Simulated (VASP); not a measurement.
Method: r2SCAN+rVV10, VASP's PBE PAW potentials (set 64) (plane waves; VASP 6.6.1).

The input files of a VASP run:

### KPOINTS
```
Automatic mesh
0
Gamma
9 9 9
0 0 0
```

INCAR:
```
! general
SYSTEM   = NiSi2
PREC     = Accurate
ENCUT    = 520
LREAL    = .False.
LASPH    = .True.

! electronic loop
EDIFF    = 1E-6
NELM     = 100
ALGO     = Normal
LMAXMIX  = 4
LMIXTAU  = .True.

! smearing
ISMEAR   = 1
SIGMA    = 0.1

! functional
METAGGA  = R2SCAN
LUSE_VDW = .True.
BPARAM   = 11.95
CPARAM   = 0.0093

! ions
IBRION   = 2
NSW      = 60
ISIF     = 3
EDIFFG   = -0.02

! output
LWAVE    = .False.
LCHARG   = .False.
```

**POSCAR**
```
NiSi2
1
    0.0000000000     2.6949412397     2.6949412397
    2.6949412397    -0.0000000000     2.6949412397
    2.6949412397     2.6949412397     0.0000000000
Si Ni
2 1
Direct
  0.2500000000   0.2500000000   0.2500000000
  0.7500000000   0.7500000000   0.7500000000
  0.0000000000   0.0000000000   0.0000000000
```

POTCAR, in this order: Si Ni (PBE.64 set). Program: vasp_std.

Output

OSZICAR:
```
       N       E                     dE             d eps       ncg     rms          rms(c)
DAV:   1     0.591675407290E+02    0.59168E+02   -0.82063E+03   910   0.146E+03
DAV:   2    -0.299444739296E+02   -0.89112E+02   -0.83423E+02   940   0.257E+02
DAV:   3    -0.341990866187E+02   -0.42546E+01   -0.41805E+01  1227   0.653E+01
DAV:   4    -0.342742203784E+02   -0.75134E-01   -0.75081E-01  1033   0.797E+00
DAV:   5    -0.342762253476E+02   -0.20050E-02   -0.20034E-02  1202   0.141E+00    0.166E+01
DAV:   6    -0.360305000703E+02   -0.17543E+01   -0.50843E+01   995   0.183E+02    0.240E+01
DAV:   7    -0.302783855361E+02    0.57521E+01   -0.13902E+01  1108   0.111E+02    0.478E+00
DAV:   8    -0.302231554368E+02    0.55230E-01   -0.22052E+00  1317   0.284E+01    0.362E+00
DAV:   9    -0.301656973741E+02    0.57458E-01   -0.25673E-01  1127   0.116E+01    0.524E-01
DAV:  10    -0.301869424819E+02   -0.21245E-01   -0.26380E-02  1229   0.251E+00    0.493E-01
DAV:  11    -0.301827582912E+02    0.41842E-02   -0.30952E-02  1145   0.456E+00    0.476E-01
DAV:  12    -0.301852328244E+02   -0.24745E-02   -0.12331E-02  1056   0.281E+00    0.360E-02
DAV:  13    -0.301853494705E+02   -0.11665E-03   -0.36206E-04  1078   0.337E-01    0.184E-02
DAV:  14    -0.301853260634E+02    0.23407E-04   -0.18093E-05  1367   0.666E-02    0.870E-03
DAV:  15    -0.301853444112E+02   -0.18348E-04   -0.45322E-06  1050   0.235E-02    0.865E-03
DAV:  16    -0.301853235702E+02    0.20841E-04   -0.33354E-06   889   0.300E-02    0.223E-03
DAV:  17    -0.301853252994E+02   -0.17292E-05   -0.23161E-07   540   0.728E-03    0.886E-04
DAV:  18    -0.301853255375E+02   -0.23819E-06   -0.57789E-08   515   0.274E-03
   1 F= -.30185326E+02 E0= -.30185331E+02  d E =-.301853E+02
       N       E                     dE             d eps       ncg     rms          rms(c)
DAV:   1    -0.302283890757E+02   -0.43064E-01   -0.36800E-01  1008   0.137E+01    0.207E+00
DAV:   2    -0.303191986128E+02   -0.90810E-01   -0.93858E-01  1086   0.263E+01    0.317E+00
DAV:   3    -0.301857898530E+02    0.13341E+00   -0.39310E-01  1093   0.181E+01    0.226E-01
DAV:   4    -0.301863469237E+02   -0.55707E-03   -0.15772E-02  1145   0.136E+00    0.262E-01
DAV:   5    -0.301855896158E+02    0.75731E-03   -0.18760E-03  1145   0.116E+00    0.483E-02
DAV:   6    -0.301855847799E+02    0.48359E-05   -0.13934E-04  1264   0.162E-01    0.232E-02
DAV:   7    -0.301855924565E+02   -0.76767E-05   -0.27177E-05  1055   0.609E-02    0.113E-02
DAV:   8    -0.301855824655E+02    0.99910E-05   -0.28232E-05  1066   0.775E-02    0.853E-03
DAV:   9    -0.301855899456E+02   -0.74801E-05   -0.21971E-06   637   0.313E-02    0.269E-03
DAV:  10    -0.301855876910E+02    0.22546E-05   -0.37450E-07   485   0.636E-03    0.155E-03
DAV:  11    -0.301855897682E+02   -0.20772E-05   -0.15522E-07   475   0.852E-03    0.226E-04
DAV:  12    -0.301855896379E+02    0.13035E-06   -0.34438E-08   455   0.205E-03
   2 F= -.30185590E+02 E0= -.30185672E+02  d E =-.264100E-03
       N       E                     dE             d eps       ncg     rms          rms(c)
DAV:   1    -0.301945179703E+02   -0.89282E-02   -0.75550E-02   995   0.624E+00    0.878E-01
DAV:   2    -0.302087392474E+02   -0.14221E-01   -0.16335E-01  1125   0.111E+01    0.133E+00
DAV:   3    -0.301863324928E+02    0.22407E-01   -0.73858E-02  1099   0.744E+00    0.153E-01
DAV:   4    -0.301861433087E+02    0.18918E-03   -0.15389E-03  1000   0.450E-01    0.362E-02
DAV:   5    -0.301861310064E+02    0.12302E-04   -0.71516E-05  1252   0.184E-01    0.137E-02
DAV:   6    -0.301861372936E+02   -0.62872E-05   -0.15367E-05  1015   0.448E-02    0.477E-03
DAV:   7    -0.301861351319E+02    0.21617E-05   -0.61210E-06   985   0.360E-02    0.183E-03
DAV:   8    -0.301861388703E+02   -0.37384E-05   -0.88366E-07   505   0.900E-03    0.205E-03
DAV:   9    -0.301861386371E+02    0.23321E-06   -0.17443E-07   460   0.929E-03
   3 F= -.30186139E+02 E0= -.30186196E+02  d E =-.813100E-03
```

### OUTCAR
```
------------------------ aborting loop because EDIFF is reached ----------------------------------------
  FORCE on cell =-STRESS in cart. coord.  units (eV):
  Direction    XX          YY          ZZ          XY          YZ          ZX
  --------------------------------------------------------------------------------------
  Total        0.0044717      0.0044717      0.0044717      0.0000000      0.0000000      0.0000000
  in kB        0.1842340      0.1842340      0.1842340      0.0000000      0.0000000      0.0000000
  external PRESSURE =       0.1842340 kB  Pullay stress =       0.0000000 kB
  volume of cell :       38.89
      direct lattice vectors                 reciprocal lattice vectors
     0.000000000  2.689028110  2.689028110    -0.185940786  0.185940786  0.185940786
     2.689028110  0.000000000  2.689028110     0.185940786 -0.185940786  0.185940786
     2.689028110  2.689028110  0.000000000     0.185940786  0.185940786 -0.185940786
 POSITION                                       TOTAL-FORCE (eV/Angst)
 -----------------------------------------------------------------------------------
      1.34451      1.34451      1.34451         0.000000      0.000000      0.000000
      4.03354      4.03354      4.03354        -0.000000     -0.000000     -0.000000
      0.00000      0.00000      0.00000        -0.000000      0.000000      0.000000
 -----------------------------------------------------------------------------------
    total drift:                               -0.000000     -0.000000      0.000000
  FREE ENERGIE OF THE ION-ELECTRON SYSTEM (eV)
  ---------------------------------------------------
  free  energy   TOTEN  =       -30.1861386371 eV

  energy  without entropy=      -30.1863099638  energy(sigma->0) =      -30.18619575

 reached required accuracy - stopping structural energy minimisation
```
(Selected blocks of OUTCAR.)

CONTCAR:
```
NiSi2
   1.00000000000000
     0.0000000000000000    2.6890281097974849    2.6890281097974849
     2.6890281097974849    0.0000000000000000    2.6890281097974849
     2.6890281097974849    2.6890281097974849    0.0000000000000000
  Si              Ni
     2     1
Direct
     0.2500000000000000    0.2500000000000000    0.2500000000000000
     0.7500000000000000    0.7500000000000000    0.7500000000000000
     0.0000000000000000    0.0000000000000000    0.0000000000000000
```

**OUTCAR**
```
 val. band max:       10.6713495497   @ k =   0.2222   0.0000   0.0000

 cond. band min:      10.7460470279   @ k =   0.3333   0.2222   0.0000


 Fermi energy:        10.7081511071

 k-point     1 :       0.0000    0.0000    0.0000
  band No.  band energies     occupation
      1      -4.0951      2.00000
      2       5.0743      2.00000
      3       5.0743      2.00000
      4       5.0743      2.00000
      5       6.8411      2.00000
      6       6.8411      2.00000
      7      10.8674     -0.04681
      8      12.4364     -0.00000
      9      12.4364     -0.00000
     10      12.4364     -0.00000
     11      12.9553      0.00000
     12      12.9553      0.00000
     13      12.9553      0.00000

 k-point     2 :       0.1111    0.0000    0.0000
  band No.  band energies     occupation
      1      -3.9000      2.00000
      2       4.7047      2.00000
      3       5.1362      2.00000
      4       5.1362      2.00000
      5       6.8074      2.00000
      6       6.8074      2.00000
      7      10.0518      2.00000
      8      11.5709     -0.00000
      9      11.6259     -0.00000
     10      11.6259     -0.00000
     11      13.7138      0.00000
     12      13.7138      0.00000
     13      14.7996      0.00000

 k-point     3 :       0.2222    0.0000    0.0000
  band No.  band energies     occupation
      1      -3.3207      2.00000
      2       3.6706      2.00000
      3       5.2915      2.00000
      4       5.2915      2.00000
      5       6.7612      2.00000
      6       6.7612      2.00000
      7       8.3600      2.00000
      8      10.6713      1.57864
      9      10.6713      1.57858
     10      12.0202     -0.00000
     11      13.4090      0.00000
     12      13.4090      0.00000
     13      14.6871      0.00000

 k-point     4 :       0.3333    0.0000    0.0000
  band No.  band energies     occupation
      1      -2.3780      2.00000
      2       2.1668      2.00000
      3       5.4463      2.00000
...
```

The compound is NiSi2 in the fluorite structure. This run relaxes it. Symmetry was kept, so distortions that lower it aren't found. The run is not spin-polarised, so no magnetic state was tried.
